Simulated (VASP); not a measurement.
Data:

```yaml
crystal:
  lattice:
    - [1.56735, 0.90491, 6.69199]
    - [-1.56735, 0.90491, 6.69199]
    - [0.00000, -1.80982, 6.69199]
  atoms:
    - { symbol: Re, position: [0.00000, 0.00000, 0.00000] }
    - { symbol: Se, position: [0.24499, 0.24499, 0.24499] }
    - { symbol: Se, position: [0.75501, 0.75501, 0.75501] }
```

Method: PBEsol GGA, VASP's PBE PAW potentials (set 64) (plane waves; VASP). Settings: 400 eV cut-off, Gaussian smearing of 0.050 eV, potentials Re Se.

Task: Give the energies of bands 3 to 12 at the high-symmetry points, in eV from the Fermi level.

Result: 
| band | Γ | T | H2 | L | S0 | F |
|---|---|---|---|---|---|---|
| 3 | -8.24 | -7.21 | -6.82 | -7.98 | -6.76 | -8.14 |
| 4 | -3.51 | -5.05 | -6.32 | -6.42 | -6.24 | -6.39 |
| 5 | -3.51 | -3.50 | -5.90 | -5.81 | -6.12 | -5.25 |
| 6 | -3.04 | -3.50 | -5.20 | -3.96 | -5.05 | -3.89 |
| 7 | -2.52 | -1.82 | -4.21 | -3.21 | -4.43 | -3.39 |
| 8 | -1.37 | -1.36 | -4.03 | -3.19 | -4.02 | -3.39 |
| 9 | -1.37 | -1.36 | -0.90 | -1.05 | -0.85 | -1.32 |
| 10 | 0.92 | 0.79 | -0.17 | 0.95 | -0.14 | 0.76 |
| 11 | 0.92 | 0.79 | 0.64 | 1.09 | 0.53 | 0.95 |
| 12 | 3.18 | 3.33 | 2.49 | 2.65 | 2.51 | 3.17 |

It has no gap at this level: it comes out as a metal or semimetal.

The structure was generated: ReSe2 was put into the CdCl2 type (R-3m), which need not be its known phase. It was relaxed first, which changed the volume by -27 %. The electron count is odd and the run is not spin-polarised, which forces a metal.
